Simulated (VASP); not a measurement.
Consider the following.

```
CELL_PARAMETERS angstrom
      3.99437     0.00000     0.00000
      0.00000     3.99437     0.00000
      0.00000     0.00000     3.99437
ATOMIC_POSITIONS crystal
  Tc 0.50000 0.50000 0.00000
  Tc 0.00000 0.50000 0.50000
  Tc 0.50000 0.00000 0.50000
  N  0.00000 0.00000 0.50000
  N  0.50000 0.00000 0.00000
  N  0.00000 0.50000 0.00000
```

Method: PBEsol GGA, VASP's PBE PAW potentials (set 64) (plane waves; VASP 6.6.1). Numerical set-up: 520 eV cut-off, 9×9×9 Γ-centred mesh, tetrahedra with Blöchl corrections, potentials Tc_pv N.

The cores are frozen, which limits the accuracy of field gradients.

Problem. Give the principal components of the electric field gradient (V/Å²) and the asymmetry η at each nucleus.

Solution. 
```json
[
 {"atom": "Tc1", "Vxx": "-21.9", "Vyy": "-21.9", "Vzz": "43.8", "η": "0.00"},
 {"atom": "Tc2", "Vxx": "-21.9", "Vyy": "-21.9", "Vzz": "43.8", "η": "0.00"},
 {"atom": "Tc3", "Vxx": "-21.9", "Vyy": "-21.9", "Vzz": "43.8", "η": "0.00"},
 {"atom": "N4", "Vxx": "-4.6", "Vyy": "-4.6", "Vzz": "9.2", "η": "0.00"},
 {"atom": "N5", "Vxx": "-4.6", "Vyy": "-4.6", "Vzz": "9.2", "η": "0.00"},
 {"atom": "N6", "Vxx": "-4.6", "Vyy": "-4.6", "Vzz": "9.2", "η": "0.00"}
]
```

The structure comes from a computed database's TcN entry (Pm-3m); how it stands against other phases isn't given here. It was relaxed first.
